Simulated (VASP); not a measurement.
Given:

```
ZrC
1.0
    0.00000     2.35000     2.35000
    2.35000     0.00000     2.35000
    2.35000     2.35000     0.00000
Zr C
1 1
Cartesian
  0.00000   0.00000   0.00000
  2.35000   2.35000   2.35000
```

The numbers are results of PBE GGA, VASP's PBE PAW potentials (set 64) (plane waves; VASP 6.6.1), not measurements. Numerical set-up: EDIFF = 1E-2, 520 eV cut-off, 12×12×12 Γ-centred mesh, first-order Methfessel-Paxton smearing of 0.10 eV, potentials Zr_sv C.

Give the stress tensor in GPa (positive for a compressed cell).

```
1.07  0.00  0.00
0.00  1.07  0.00
0.00  0.00  1.07
```
The pressure is its mean diagonal, 1.07 GPa.

The compound is ZrC in the rock salt structure. The cell was not relaxed at this level. The run is one of a series of settings (EDIFF = 1E-2 against the base run), some of them coarse on purpose.
